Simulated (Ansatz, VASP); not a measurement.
# FeSi2 (Linzhiite) in two plane-wave programs, part 2 of 2

One calculation is typed for both programs; each brings its own data sets. How far apart do they land? The cell is taken from a series of runs on this material, whose earlier steps may have relaxed, scaled, displaced or heated it; both programs get it as it stands.

VASP 6.6.1 and Ansatz 0.2.0.

So far: The structure; Ansatz: zone-centre phonons, LDA.

### 3. VASP: zone-centre phonons, LDA

Level of this step: LDA, no spin polarisation; plane waves and PAW (Si, Fe) (VASP).

The same cell, functional (in two slightly different forms), mesh and smearing now go to VASP, with its own data sets.

Lines of VASP's logs that name or quote its potential files are left out, and so is its time.

File INCAR:

```
SYSTEM = FeSi2
PREC = Accurate
ENCUT = 600
EDIFF = 1E-08
NELM = 120
ISMEAR = 1
SIGMA = 0.2
LREAL = .FALSE.
ALGO = Normal
GGA = CA
NBANDS = 14
LASPH = .TRUE.
LORBIT = 11
LWAVE = .FALSE.
LCHARG = .FALSE.
ISIF = 2
IBRION = 8
GGA_COMPAT = .FALSE.
KPAR = 2
```

File POSCAR:

```
FeSi2
1.0
    2.5971356104      0.0000000000      0.0000000000
    0.0000000000      2.5971356104      0.0000000000
    0.0000000000      0.0000000000      4.9920443199
Si Fe
2 1
Direct
    0.5000000000      0.5000000000      0.2733475438
    0.5000000000      0.5000000000      0.7266524562
    0.0000000000      0.0000000000      0.0000000000
```

File KPOINTS:

```
Automatic mesh
0
Gamma
16 16 8
0 0 0
```

The projector-augmented-wave data sets are Si and Fe (LDA family, release 64).

Started as:

```
mpirun -np 2 vasp_std
```

Numbers of over 12 decimals in the logs are rounded to 6 here.

Output:

```text
[banner, memory and clock lines left out]
running    2 mpi-ranks, on    1 nodes
 distrk:  each k-point on    1 cores,    2 groups
 distr:  one band on    1 cores,    1 groups

 POSCAR found type information on POSCAR SiFe
 POSCAR found :  2 types and       3 ions
 LDA part: xc-table for (Slater(with rela. corr.)+CA(PZ))
 , standard interpolation
 POSCAR, INCAR and KPOINTS ok, starting setup
 FFT: planning ... GRIDC
 FFT: planning ... GRID_SOFT
 FFT: planning ... GRID
 WAVECAR not read
 entering main loop
       N       E                     dE             d eps       ncg     rms          rms(c)
DAV:   1     0.681491291807E+02    0.68149E+02   -0.79271E+03  6380   0.135E+03
DAV:   2    -0.199122416943E+02   -0.88061E+02   -0.78317E+02  6426   0.240E+02
DAV:   3    -0.242344172054E+02   -0.43222E+01   -0.41476E+01  8550   0.583E+01
DAV:   4    -0.243422274482E+02   -0.10781E+00   -0.10757E+00  7228   0.846E+00
DAV:   5    -0.243453626287E+02   -0.31352E-02   -0.31346E-02  8778   0.157E+00    0.187E+01
DAV:   6    -0.257830947013E+02   -0.14377E+01   -0.14242E+01  8244   0.961E+01    0.148E+01
DAV:   7    -0.230479801102E+02    0.27351E+01   -0.11271E+01  8710   0.880E+01    0.677E+00
DAV:   8    -0.227887966494E+02    0.25918E+00   -0.52257E-01  8966   0.133E+01    0.170E+00
DAV:   9    -0.227622948709E+02    0.26502E-01   -0.59320E-02  9632   0.521E+00    0.614E-01
DAV:  10    -0.227606353264E+02    0.16595E-02   -0.46332E-03  8040   0.556E-01    0.105E-01
DAV:  11    -0.227605813541E+02    0.53972E-04   -0.37062E-04  7840   0.186E-01    0.624E-02
DAV:  12    -0.227605783364E+02    0.30177E-05   -0.36503E-05  8294   0.595E-02    0.399E-02
DAV:  13    -0.227605769414E+02    0.13950E-05   -0.83593E-06  8276   0.422E-02    0.114E-02
DAV:  14    -0.227605760196E+02    0.92178E-06   -0.97512E-07  9260   0.221E-02    0.449E-03
DAV:  15    -0.227605760384E+02   -0.18837E-07   -0.26019E-07  7650   0.366E-03    0.270E-03
DAV:  16    -0.227605760332E+02    0.51978E-08   -0.50134E-09  4712   0.106E-03
   1 F= -.22760576E+02 E0= -.22760973E+02  d E =0.119008E-02
 Linear response reoptimize wavefunctions to high precision
DAV:   1    -0.227605760304E+02    0.28535E-08   -0.96793E-09  9858   0.157E-03
DAV:   2    -0.227605760304E+02   -0.42292E-10   -0.32223E-10  4068   0.143E-04
 Linear response DOF=           4
 Linear response progress:
  Degree of freedom:   1/  4
       N       E                     dE             d eps       ncg     rms          rms(c)
RMM:   1    -0.127975636688E-01   -0.12798E-01   -0.41204E-03 36034   0.947E-01
RMM:   2    -0.117384480239E-01    0.10591E-02   -0.39348E-04 22015   0.452E-01    0.744E-02
RMM:   3    -0.118335572211E-01   -0.95109E-04   -0.32441E-04 27000   0.146E-01    0.411E-02
RMM:   4    -0.119596104650E-01   -0.12605E-03   -0.40640E-05 25074   0.607E-02    0.591E-03
RMM:   5    -0.119639086314E-01   -0.42982E-05   -0.10103E-05 28602   0.210E-02    0.327E-03
RMM:   6    -0.119399355372E-01    0.23973E-04   -0.15790E-06 26861   0.101E-02    0.164E-03
RMM:   7    -0.119500394818E-01   -0.10104E-04   -0.16592E-07 24538   0.447E-03    0.372E-04
RMM:   8    -0.119502832399E-01   -0.24376E-06   -0.29595E-08 27151   0.177E-03    0.211E-04
RMM:   9    -0.119506962950E-01   -0.41306E-06   -0.76993E-09 27799   0.601E-04    0.803E-05
RMM:  10    -0.119502607022E-01    0.43559E-06    0.10757E-09 27403   0.232E-04    0.211E-05
RMM:  11    -0.119503089093E-01   -0.48207E-07    0.16861E-09 29262   0.723E-05    0.637E-06
RMM:  12    -0.119503026076E-01    0.63017E-08    0.15217E-09 29289   0.265E-05    0.427E-06
 first order change of Fermi-energy   0.29919E-04
 force on displaced ion       1 direction 1 :  -6.141   0.000  -0.001
 Linear response progress:
  Degree of freedom:   2/  4
       N       E                     dE             d eps       ncg     rms          rms(c)
RMM:   1    -0.363149392564E-01   -0.36315E-01    0.10829E-01 14198   0.194E+00
RMM:   2    -0.334549061565E-01    0.28600E-02   -0.20164E-03  8546   0.786E-01    0.213E-01
RMM:   3    -0.339042305790E-01   -0.44932E-03   -0.19250E-03  7840   0.604E-01    0.266E-01
RMM:   4    -0.334655997713E-01    0.43863E-03   -0.84579E-04  7367   0.435E-01    0.882E-02
RMM:   5    -0.336022061232E-01   -0.13661E-03   -0.25584E-04 10328   0.117E-01    0.269E-02
RMM:   6    -0.336200802448E-01   -0.17874E-04   -0.19478E-05  9763   0.375E-02    0.116E-02
RMM:   7    -0.336347965859E-01   -0.14716E-04   -0.31181E-06  9121   0.203E-02    0.174E-03
RMM:   8    -0.336346199843E-01    0.17660E-06   -0.11148E-06 10739   0.793E-03    0.794E-04
RMM:   9    -0.336337423103E-01    0.87767E-06   -0.69540E-08 10431   0.226E-03    0.431E-04
RMM:  10    -0.336336071346E-01    0.13518E-06   -0.21766E-09 10797   0.646E-04    0.835E-05
RMM:  11    -0.336335460917E-01    0.61043E-07   -0.35547E-09 10414   0.250E-04    0.344E-05
RMM:  12    -0.336335105579E-01    0.35534E-07   -0.13739E-09 10822   0.969E-05    0.105E-05
RMM:  13    -0.336335065027E-01    0.40553E-08   -0.10162E-09 10706   0.439E-05    0.479E-06
 first order change of Fermi-energy  -0.12637E+00
 force on displaced ion       1 direction 3 :  -0.000  -0.000 -24.426
 Linear response progress:
  Degree of freedom:   3/  4
       N       E                     dE             d eps       ncg     rms          rms(c)
RMM:   1    -0.165653420358E+00   -0.16565E+00   -0.81468E-02 18336   0.298E+00
RMM:   2    -0.166134455833E+00   -0.48104E-03   -0.36189E-03 15355   0.703E-01    0.216E-01
RMM:   3    -0.165976587850E+00    0.15787E-03   -0.51388E-04 17875   0.160E-01    0.130E-01
RMM:   4    -0.166420486100E+00   -0.44390E-03   -0.37215E-04 18477   0.137E-01    0.104E-02
RMM:   5    -0.166362250075E+00    0.58236E-04   -0.10215E-05 18487   0.272E-02    0.661E-03
RMM:   6    -0.166355755031E+00    0.64950E-05   -0.98786E-07 15674   0.132E-02    0.527E-03
RMM:   7    -0.166351847105E+00    0.39079E-05   -0.36018E-07 14808   0.958E-03    0.735E-04
RMM:   8    -0.166347568786E+00    0.42783E-05   -0.13654E-07 19221   0.240E-03    0.344E-04
RMM:   9    -0.166347614039E+00   -0.45253E-07   -0.14296E-08 17817   0.903E-04    0.172E-04
RMM:  10    -0.166346467242E+00    0.11468E-05   -0.37305E-09 17777   0.408E-04    0.517E-05
RMM:  11    -0.166346441196E+00    0.26046E-07   -0.31869E-09 19299   0.169E-04    0.197E-05
RMM:  12    -0.166346575851E+00   -0.13465E-06   -0.30696E-09 19774   0.759E-05    0.432E-06
RMM:  13    -0.166346554266E+00    0.21585E-07   -0.29678E-09 20375   0.430E-05    0.936E-07
RMM:  14    -0.166346560007E+00   -0.57409E-08   -0.28846E-09 21362   0.352E-05    0.405E-07
 first order change of Fermi-energy   0.44033E-03
 force on displaced ion       3 direction 1 : -11.659  -0.000   0.000
 Linear response progress:
  Degree of freedom:   4/  4
       N       E                     dE             d eps       ncg     rms          rms(c)
RMM:   1    -0.191655713648E+00   -0.19166E+00   -0.10378E-01 11046   0.268E+00
RMM:   2    -0.184649220129E+00    0.70065E-02   -0.36708E-03  7904   0.903E-01    0.247E-01
RMM:   3    -0.183569808331E+00    0.10794E-02   -0.22662E-03  9895   0.356E-01    0.128E-01
RMM:   4    -0.183707455228E+00   -0.13765E-03   -0.44666E-04 10228   0.117E-01    0.614E-02
RMM:   5    -0.184000742131E+00   -0.29329E-03   -0.13172E-04  9717   0.934E-02    0.936E-03
RMM:   6    -0.184014663201E+00   -0.13921E-04   -0.73313E-06  8673   0.302E-02    0.767E-03
RMM:   7    -0.184017804157E+00   -0.31410E-05   -0.26035E-06  9045   0.160E-02    0.321E-03
RMM:   8    -0.184005621799E+00    0.12182E-04   -0.92632E-07 10078   0.624E-03    0.766E-04
RMM:   9    -0.184006839876E+00   -0.12181E-05   -0.10365E-07  9978   0.249E-03    0.586E-04
RMM:  10    -0.184006369135E+00    0.47074E-06   -0.18095E-08 10729   0.699E-04    0.434E-04
RMM:  11    -0.184005893033E+00    0.47610E-06   -0.10619E-08 10401   0.508E-04    0.759E-05
RMM:  12    -0.184006271175E+00   -0.37814E-06   -0.55332E-09 10525   0.229E-04    0.402E-05
RMM:  13    -0.184006286027E+00   -0.14852E-07   -0.36436E-09 10224   0.123E-04    0.158E-05
RMM:  14    -0.184006312696E+00   -0.26669E-07   -0.38796E-09 10891   0.640E-05    0.739E-06
RMM:  15    -0.184006329770E+00   -0.17074E-07   -0.37588E-09 10687   0.515E-05    0.267E-06
RMM:  16    -0.184006328221E+00    0.15495E-08   -0.38126E-09 10430   0.420E-05    0.131E-06
 first order change of Fermi-energy   0.27948E-02
 force on displaced ion       3 direction 3 :  -0.000   0.000 -17.157
 Linear response finished
```

OUTCAR, selected parts (step 3):

```text
ion  position               nearest neighbor table
   1  0.500  0.500  0.273-   2 2.26   3 2.29   3 2.29   3 2.29   3 2.29   2 2.73
   2  0.500  0.500  0.727-   1 2.26   3 2.29   3 2.29   3 2.29   3 2.29   1 2.73
   3  0.000  0.000  0.000-   1 2.29   2 2.29   1 2.29   2 2.29   1 2.29   2 2.29   1 2.29   2 2.29

  LATTYP: Found a simple tetragonal cell.
 ALAT       =     2.5971356104
 C/A-ratio  =     1.9221346394

 Subroutine GETGRP returns: Found 16 space group operations
 (whereof 16 operations were pure point group operations)

The static configuration has the point symmetry D_4h.

 Found    225 irreducible k-points:

   k-points           NKPTS =    225   k-points in BZ     NKDIM =    225   number of bands    NBANDS=     14

   dimension x,y,z NGX =    24 NGY =   24 NGZ =   40
   dimension x,y,z NGXF=    48 NGYF=   48 NGZF=   80

   ENCUT  =  600.0 eV  44.10 Ry    6.64 a.u.   5.19  5.19  9.97*2*pi/ulx,y,z

   NELECT =      16.0000    total number of electrons

 k-points in reciprocal lattice and weights: Automatic mesh
   0.00000000  0.00000000  0.00000000       0.000
   0.06250000  0.00000000  0.00000000       0.002
   0.12500000  0.00000000  0.00000000       0.002
   0.18750000  0.00000000  0.00000000       0.002
   0.25000000  0.00000000  0.00000000       0.002
   0.31250000  0.00000000  0.00000000       0.002
   0.37500000  0.00000000  0.00000000       0.002
   0.43750000  0.00000000  0.00000000       0.002
   0.50000000  0.00000000  0.00000000       0.001
[...]
0.50000000  0.43750000  0.50000000       0.002
   0.50000000  0.50000000  0.50000000       0.000

 average (electrostatic) potential at core
       1 -80.1794       2 -80.1794       3 -38.8258

  Total        3.1949611      3.1949611      3.1876988      0.0000000      0.0000000      0.0000000
  in kB      152.0227086    152.0227086    151.6771534      0.0000000      0.0000000      0.0000000
  external PRESSURE =     151.9075235 kB  Pullay stress =       0.0000000 kB

  energy-cutoff  :      600.00
  volume of cell :       33.67
      direct lattice vectors                 reciprocal lattice vectors
     2.597135610  0.000000000  0.000000000     0.385039578  0.000000000  0.000000000
     0.000000000  2.597135610  0.000000000     0.000000000  0.385039578  0.000000000
     0.000000000  0.000000000  4.992044320     0.000000000  0.000000000  0.200318734

 POSITION                                       TOTAL-FORCE (eV/Angst)
 -----------------------------------------------------------------------------------
      1.29857      1.29857      1.36456         0.000000     -0.000000      0.046075
      1.29857      1.29857      3.62748         0.000000      0.000000     -0.046075
      0.00000      0.00000      0.00000         0.000000     -0.000000      0.000000
 -----------------------------------------------------------------------------------
    total drift:                               -0.000000      0.000000      0.000000

 Eigenvectors and eigenvalues of the dynamical matrix
 ----------------------------------------------------

   1 f  =   18.721765 THz   117.632320 2PiTHz  624.490867 cm-1    77.426965 meV
             X         Y         Z           dx          dy          dz
      1.298568  1.298568  1.364563     0.000000    0.000000    0.707107
      1.298568  1.298568  3.627481     0.000000   -0.000000   -0.707107
      0.000000  0.000000  0.000000    -0.000000   -0.000000    0.000000

   2 f  =   12.234841 THz    76.873774 2PiTHz  408.110371 cm-1    50.599214 meV
             X         Y         Z           dx          dy          dz
      1.298568  1.298568  1.364563    -0.000000    0.000000   -0.499211
      1.298568  1.298568  3.627481    -0.000000    0.000000   -0.499211
      0.000000  0.000000  0.000000    -0.000000   -0.000000    0.708221

   3 f  =   10.089000 THz    63.391058 2PiTHz  336.532824 cm-1    41.724734 meV
             X         Y         Z           dx          dy          dz
      1.298568  1.298568  1.364563     0.161160    0.472642    0.000000
      1.298568  1.298568  3.627481     0.161160    0.472642    0.000000
      0.000000  0.000000  0.000000    -0.228496   -0.670122   -0.000000

   4 f  =   10.089000 THz    63.391058 2PiTHz  336.532824 cm-1    41.724734 meV
             X         Y         Z           dx          dy          dz
      1.298568  1.298568  1.364563     0.472642   -0.161160   -0.000000
      1.298568  1.298568  3.627481     0.472642   -0.161160   -0.000000
      0.000000  0.000000  0.000000    -0.670122    0.228496    0.000000

   5 f  =    7.491602 THz    47.071123 2PiTHz  249.892939 cm-1    30.982762 meV
             X         Y         Z           dx          dy          dz
      1.298568  1.298568  1.364563     0.665957    0.237699   -0.000000
      1.298568  1.298568  3.627481    -0.665957   -0.237699    0.000000
      0.000000  0.000000  0.000000    -0.000000    0.000000    0.000000

   6 f  =    7.491602 THz    47.071123 2PiTHz  249.892939 cm-1    30.982762 meV
             X         Y         Z           dx          dy          dz
      1.298568  1.298568  1.364563     0.237699   -0.665957    0.000000
      1.298568  1.298568  3.627481    -0.237699    0.665957   -0.000000
      0.000000  0.000000  0.000000    -0.000000   -0.000000   -0.000000

   7 f/i=    0.001660 THz     0.010433 2PiTHz    0.055388 cm-1     0.006867 meV
             X         Y         Z           dx          dy          dz
      1.298568  1.298568  1.364563     0.000000   -0.000000   -0.500788
      1.298568  1.298568  3.627481     0.000000   -0.000000   -0.500788
      0.000000  0.000000  0.000000     0.000000   -0.000000   -0.705990

   8 f/i=    0.001690 THz     0.010619 2PiTHz    0.056376 cm-1     0.006990 meV
             X         Y         Z           dx          dy          dz
      1.298568  1.298568  1.364563    -0.042937   -0.498792    0.000000
      1.298568  1.298568  3.627481    -0.042937   -0.498792    0.000000
      0.000000  0.000000  0.000000    -0.060568   -0.703603    0.000000

   9 f/i=    0.001690 THz     0.010619 2PiTHz    0.056376 cm-1     0.006990 meV
             X         Y         Z           dx          dy          dz
      1.298568  1.298568  1.364563     0.498792   -0.042937    0.000000
      1.298568  1.298568  3.627481     0.498792   -0.042937    0.000000
      0.000000  0.000000  0.000000     0.703603   -0.060568    0.000000

 ELASTIC MODULI CONTR FROM IONIC RELAXATION (kBar)
 Direction    XX          YY          ZZ          XY          YZ          ZX
 --------------------------------------------------------------------------------
 XX        -200.5546   -200.5546     76.8993      0.0000      0.0000     -0.0000
 YY        -200.5546   -200.5546     76.8993      0.0000      0.0000     -0.0000
 ZZ          76.8993     76.8993    -29.4857      0.0000     -0.0000      0.0000
 XY           0.0000      0.0000      0.0000      0.0000      0.0000      0.0000
 YZ           0.0000      0.0000     -0.0000      0.0000   -915.2877     -0.0000
 ZX          -0.0000     -0.0000      0.0000      0.0000     -0.0000   -735.6689
 --------------------------------------------------------------------------------
```

This run has no spin polarisation, so a moment on Fe, if there is one, isn't seen.

### 4. Differences

Known differences besides the potentials themselves: the two LDA forms differ slightly; the data sets hold 24 valence electrons in Ansatz (on its PAW soft_1 files) and 16 in VASP; the cutoff is 420 eV in Ansatz and 600 eV in VASP; VASP's log shows a relativistic correction to its local exchange, Ansatz's none. Total energies have different zeros and are not compared.

Compared:

```
                  quantity  Ansatz   VASP  difference
optical mode 1 to 2 (cm⁻¹)   247.6  249.9     -0.90 %
optical mode 3 to 4 (cm⁻¹)   331.2  336.5     -1.58 %
     optical mode 5 (cm⁻¹)   403.1  408.1     -1.22 %
     optical mode 6 (cm⁻¹)   623.7  624.5     -0.12 %
```

Modes are paired by rising frequency, not by their patterns, so a pair may set unlike modes beside each other; they are those without the splitting of longitudinal modes.

### 5. Results

- r.m.s. difference of the optical zone-centre modes, each program's sorted by frequency (zone-centre phonons, LDA): 3.9 cm⁻¹
- difference in optical mode 3 to 4 (zone-centre phonons, LDA): -1.6 %

What this shows: The r.m.s. difference of the optical zone-centre modes, each program's sorted by frequency is 3.9 cm⁻¹ (zone-centre phonons, LDA). The data sets hold unlike numbers of valence electrons (24 in Ansatz and 16 in VASP), so part of the differences comes from the potentials. Among the rows given in per cent, the largest difference of the zone-centre phonons, LDA pair is in optical mode 3 to 4, -1.6 %. How closely two codes agree says nothing of how well the functional describes the real material.

[Lines on the potential files, build, host, timing and source positions are cut from VASP's logs without a mark.]

[Logs are printed without paths, hosts, clocks, repeated set-up lines and the standing remarks that a program may print on its own settings, such as how far it seeks lower states.]

[Hosts, paths, dates, database ids (printed as entryN), source tags and the programs' standing remarks are cut or masked in the printed files.]
